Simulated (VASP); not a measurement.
The input files of a VASP run:

**INCAR**
```
SYSTEM = Al
PREC = Accurate
ENCUT = 400
EDIFF = 1E-6
NELM = 4
ALGO = Normal
LREAL = .FALSE.
LASPH = .TRUE.
ISMEAR = 1
SIGMA = 0.1
GGA = PE
LWAVE = .FALSE.
LCHARG = .FALSE.
ISIF = 2
```

File KPOINTS:
```
Automatic mesh
0
Gamma
12 12 12
0 0 0
```

**POSCAR**
```
Al
1
    0.0000000000     2.0250000000     2.0250000000
    2.0250000000     0.0000000000     2.0250000000
    2.0250000000     2.0250000000     0.0000000000
Al
1
Direct
  0.0000000000   0.0000000000   0.0000000000
```

POTCAR, in this order: Al (PBE.64 set). Program: vasp_std.

The resulting files:

File standard output:
```
 POSCAR found type information on POSCAR Al
 POSCAR found :  1 types and       1 ions
 Reading from existing POTCAR
 Reading from existing POTCAR
 LDA part: xc-table for (Slater+PW92), standard interpolation
 POSCAR, INCAR and KPOINTS ok, starting setup
 WAVECAR not read
 entering main loop
       N       E                     dE             d eps       ncg     rms          rms(c)
DAV:   1    -0.200470470036E+01   -0.20047E+01   -0.72224E+02   810   0.245E+02
DAV:   2    -0.376337219815E+01   -0.17587E+01   -0.15282E+01   980   0.276E+01
DAV:   3    -0.377502226423E+01   -0.11650E-01   -0.11651E-01   980   0.267E+00
DAV:   4    -0.377504802919E+01   -0.25765E-04   -0.25766E-04   975   0.119E-01

 -----------------------------------------------------------------------------
|                                                                             |
|           W    W    AA    RRRRR   N    N  II  N    N   GGGG   !!!           |
|           W    W   A  A   R    R  NN   N  II  NN   N  G    G  !!!           |
|           W    W  A    A  R    R  N N  N  II  N N  N  G       !!!           |
|           W WW W  AAAAAA  RRRRR   N  N N  II  N  N N  G  GGG   !            |
|           WW  WW  A    A  R   R   N   NN  II  N   NN  G    G                |
|           W    W  A    A  R    R  N    N  II  N    N   GGGG   !!!           |
|                                                                             |
|     The electronic self-consistency was not achieved in the given           |
|     number of steps (NELM). The forces and other quantities evaluated       |
|     might not be reliable so examine the results carefully. If you find     |
|     spurious results, we suggest increasing NELM, if you were close to      |
|     convergence or switching to a different ALGO or adjusting the           |
|     density mixing parameters otherwise.                                    |
|                                                                             |
 -----------------------------------------------------------------------------

   1 F= -.37750480E+01 E0= -.37752991E+01  d E =0.753209E-03
```

OUTCAR:
```
------------------------ aborting loop EDIFF was not reached (unconverged)  ----------------------------
  FORCE on cell =-STRESS in cart. coord.  units (eV):
  Direction    XX          YY          ZZ          XY          YZ          ZX
  --------------------------------------------------------------------------------------
  Total       -0.3409457     -0.3409457     -0.3409457     -0.0000000     -0.0000000     -0.0000000
  in kB      -32.8920285    -32.8920285    -32.8920285     -0.0000000     -0.0000000     -0.0000000
  external PRESSURE =     -32.8920285 kB  Pullay stress =       0.0000000 kB
  volume of cell :       16.61
      direct lattice vectors                 reciprocal lattice vectors
     0.000000000  2.025000000  2.025000000    -0.246913580  0.246913580  0.246913580
     2.025000000  0.000000000  2.025000000     0.246913580 -0.246913580  0.246913580
     2.025000000  2.025000000  0.000000000     0.246913580  0.246913580 -0.246913580
 POSITION                                       TOTAL-FORCE (eV/Angst)
 -----------------------------------------------------------------------------------
      0.00000      0.00000      0.00000         0.000000      0.000000     -0.000000
 -----------------------------------------------------------------------------------
    total drift:                               -0.000000      0.000000      0.000000
  FREE ENERGIE OF THE ION-ELECTRON SYSTEM (eV)
  ---------------------------------------------------
  free  energy   TOTEN  =        -3.7750480292 eV

  energy  without entropy=       -3.7758012380  energy(sigma->0) =       -3.77529910
```
(Selected blocks of OUTCAR.)

From input and log, find the fault in this run and mend it.

The cause: NELM is too small, so the electronic loop ends before EDIFF is met. The run did not converge; its last values are not results. Against the sound run, the energy per atom (σ→0) falls by 0.022 eV/atom; the pressure falls by 2.90 GPa. To mend it, set NELM = 100.

The mended run (PBE GGA, plane waves, VASP's PBE PAW potentials (set 64)) converges, and its OSZICAR ends with
```
   1 F= -.37531730E+01 E0= -.37534303E+01  d E =0.771969E-03
```

The compound is Al in the fcc structure. The cell was not relaxed at this level.
